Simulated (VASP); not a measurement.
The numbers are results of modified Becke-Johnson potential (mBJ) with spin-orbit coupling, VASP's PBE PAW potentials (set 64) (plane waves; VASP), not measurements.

Input for VASP

### INCAR
```
# general
SYSTEM      =  GaAs
PREC        =  Accurate
ENCUT       =  350
LREAL       =  F
LASPH       =  T

# electronic loop
EDIFF       =  1E-6
NELM        =  200
ALGO        =  Normal
LMAXMIX     =  4
LMIXTAU     =  T

# smearing
ISMEAR      =  0
SIGMA       =  0.05

# functional
METAGGA     =  MBJ
GGA_COMPAT  =  F

# spin
MAGMOM      =  6*0
LSORBIT     =  T

# ions
ISIF        =  0

# output
LWAVE       =  F
LCHARG      =  F
```

### KPOINTS_OPT
```
k-points along high-symmetry lines
11
Line-mode
Reciprocal
  0.000000   0.000000   0.000000 ! GAMMA
 -0.500000  -0.500000   0.000000 ! X

 -0.500000  -0.500000   0.000000 ! X
 -0.375000  -0.375000   0.250000 ! U

 -0.375000   0.000000   0.375000 ! K
  0.000000   0.000000   0.000000 ! GAMMA

  0.000000   0.000000   0.000000 ! GAMMA
  0.000000   0.000000   0.500000 ! L

  0.000000   0.000000   0.500000 ! L
 -0.500000  -0.250000   0.250000 ! W

 -0.500000  -0.250000   0.250000 ! W
 -0.500000  -0.500000   0.000000 ! X
```

**POSCAR**
```
GaAs
1
    0.0000000000     2.8725986607     2.8725986607
    2.8725986607     0.0000000000     2.8725986607
    2.8725986607     2.8725986607     0.0000000000
Ga As
1 1
Direct
  0.0000000000   0.0000000000   0.0000000000
  0.2500000000   0.2500000000   0.2500000000
```

**KPOINTS**
```
Regular mesh
0
gamma
  6 6 6
0 0 0
```

POTCAR, in this order: Ga_d As (PBE.64 set). Program: vasp_ncl. Read from the step before: WAVECAR.

Output of the run:

**OSZICAR**
```
       N       E                     dE             d eps       ncg     rms          rms(c)
DAV:   1     0.219642653666E+03    0.21964E+03   -0.20036E+00  1442   0.233E+01    0.126E+00
DAV:   2     0.219601491488E+03   -0.41162E-01   -0.12674E+00  1168   0.103E+01    0.290E+00
DAV:   3     0.219581845253E+03   -0.19646E-01   -0.52467E-02  1298   0.280E+00    0.310E+00
DAV:   4     0.219716653920E+03    0.13481E+00   -0.30002E-02  1254   0.253E+00    0.293E+00
DAV:   5     0.220350622430E+03    0.63397E+00   -0.12109E-01  1148   0.304E+00    0.180E+00
DAV:   6     0.220139035212E+03   -0.21159E+00   -0.17009E-01  1154   0.357E+00    0.232E+00
DAV:   7     0.220177700912E+03    0.38666E-01   -0.67142E-03  1258   0.767E-01    0.205E+00
DAV:   8     0.220203567887E+03    0.25867E-01   -0.16765E-03  1226   0.594E-01    0.182E+00
DAV:   9     0.220208983143E+03    0.54153E-02   -0.21091E-04  1408   0.139E-01    0.178E+00
DAV:  10     0.220228488187E+03    0.19505E-01   -0.80497E-04  1302   0.510E-01    0.160E+00
DAV:  11     0.220207807664E+03   -0.20681E-01   -0.43378E-04  1290   0.216E-01    0.159E+00
DAV:  12     0.220289440646E+03    0.81633E-01   -0.15237E-03  1318   0.550E-01    0.125E+00
DAV:  13     0.220418628047E+03    0.12919E+00   -0.28641E-03  1502   0.725E-01    0.741E-01
DAV:  14     0.220492816771E+03    0.74189E-01   -0.38235E-03  1514   0.103E+00    0.308E-01
DAV:  15     0.220519058024E+03    0.26241E-01   -0.14322E-03  1500   0.538E-01    0.117E-01
DAV:  16     0.220510379369E+03   -0.86787E-02   -0.27499E-04  1250   0.165E-01    0.120E-01
DAV:  17     0.220518578135E+03    0.81988E-02   -0.18776E-04  1532   0.282E-01    0.601E-02
DAV:  18     0.220537075600E+03    0.18497E-01   -0.20526E-04  1616   0.241E-01    0.233E-02
DAV:  19     0.220540067820E+03    0.29922E-02   -0.45921E-05  1196   0.606E-02    0.376E-02
DAV:  20     0.220534850362E+03   -0.52175E-02   -0.22280E-05  1154   0.737E-02    0.357E-03
DAV:  21     0.220533437336E+03   -0.14130E-02   -0.44992E-06  1488   0.265E-02    0.705E-03
DAV:  22     0.220533484492E+03    0.47156E-04   -0.65730E-07   782   0.792E-03    0.494E-03
DAV:  23     0.220533748717E+03    0.26423E-03   -0.15340E-07   580   0.471E-03    0.436E-03
DAV:  24     0.220533719213E+03   -0.29504E-04   -0.84405E-08   578   0.293E-03    0.303E-03
DAV:  25     0.220533982464E+03    0.26325E-03   -0.33724E-08   578   0.335E-03    0.144E-03
DAV:  26     0.220534135968E+03    0.15350E-03   -0.12468E-08   578   0.133E-03    0.374E-04
DAV:  27     0.220534187610E+03    0.51643E-04   -0.34986E-09   578   0.777E-04    0.593E-05
DAV:  28     0.220534180468E+03   -0.71421E-05   -0.10206E-09   578   0.406E-04    0.325E-05
DAV:  29     0.220534189098E+03    0.86300E-05   -0.28435E-10   578   0.194E-04    0.321E-05
DAV:  30     0.220534187904E+03   -0.11939E-05   -0.11551E-10   578   0.123E-04    0.131E-05
DAV:  31     0.220534192957E+03    0.50532E-05   -0.67563E-11   578   0.119E-04    0.218E-06
DAV:  32     0.220534192181E+03   -0.77642E-06   -0.29710E-11   578   0.702E-05
   1 F= 0.22053419E+03 E0= 0.22053419E+03  d E =-.409388E-12  mag=     0.0000    -0.0000     0.0000
       N       E                     dE             ncg
       N       E                     dE             ncg
       N       E                     dE             ncg
```

**OUTCAR**
```
------------------------ aborting loop because EDIFF is reached ----------------------------------------
  volume of cell :       47.41
      direct lattice vectors                 reciprocal lattice vectors
     0.000000000  2.872598661  2.872598661    -0.174058426  0.174058426  0.174058426
     2.872598661  0.000000000  2.872598661     0.174058426 -0.174058426  0.174058426
     2.872598661  2.872598661  0.000000000     0.174058426  0.174058426 -0.174058426
  FREE ENERGIE OF THE ION-ELECTRON SYSTEM (eV)
  ---------------------------------------------------
  free  energy   TOTEN  =       220.5341921810 eV

  energy  without entropy=      220.5341921810  energy(sigma->0) =      220.53419218

     CMBJ =    1.0000

     CMBJA=   -0.0120

     CMBJB=    1.0230

     CMBJE=    0.5000

    CMBJ =    1.2311

 Ion:    1  E_soc:     -0.0107684

 Ion:    2  E_soc:     -0.0216376
```
(Selected blocks of OUTCAR.)

**OUTCAR**
```
 val. band max:        3.5943118175   @ k =   0.0000   0.0000   0.0000

 cond. band min:       4.7329993927   @ k =   0.0000   0.0000   0.0000


 Fermi energy:         3.8194425984

 k-point     1 :       0.0000    0.0000    0.0000
  band No.  band energies     occupation
      1     -11.6751      1.00000
      2     -11.6751      1.00000
      3     -11.6751      1.00000
      4     -11.6751      1.00000
      5     -11.2529      1.00000
      6     -11.2529      1.00000
      7     -11.1822      1.00000
      8     -11.1822      1.00000
      9     -11.1822      1.00000
     10     -11.1822      1.00000
     11      -8.6129      1.00000
     12      -8.6129      1.00000
     13       3.2924      1.00000
     14       3.2924      1.00000
     15       3.5943      1.00000
     16       3.5943      1.00000
     17       3.5943      1.00000
     18       3.5943      1.00000
     19       4.7330      0.00000
     20       4.7330      0.00000
     21       7.5744      0.00000
     22       7.5744      0.00000
     23       7.7463      0.00000
     24       7.7463      0.00000
     25       7.7463      0.00000
     26       7.7463      0.00000

 k-point     2 :       0.1667    0.0000    0.0000
  band No.  band energies     occupation
      1     -11.6788      1.00000
      2     -11.6788      1.00000
      3     -11.6760      1.00000
      4     -11.6717      1.00000
      5     -11.2548      1.00000
      6     -11.2548      1.00000
      7     -11.1873      1.00000
      8     -11.1873      1.00000
      9     -11.1812      1.00000
     10     -11.1763      1.00000
     11      -8.3202      1.00000
     12      -8.3202      1.00000
     13       1.1476      1.00000
     14       1.1476      1.00000
     15       3.0757      1.00000
     16       3.0757      1.00000
     17       3.2672      1.00000
     18       3.2700      1.00000
     19       5.7183      0.00000
     20       5.7183      0.00000
     21       8.1312      0.00000
     22       8.1312      0.00000
...
```

mBJ is a potential without an energy functional, so only the levels count.

The compound is GaAs in the zinc blende structure. It was relaxed first, which changed the volume by +5 %. The cell's shape comes from a PBE relaxation.
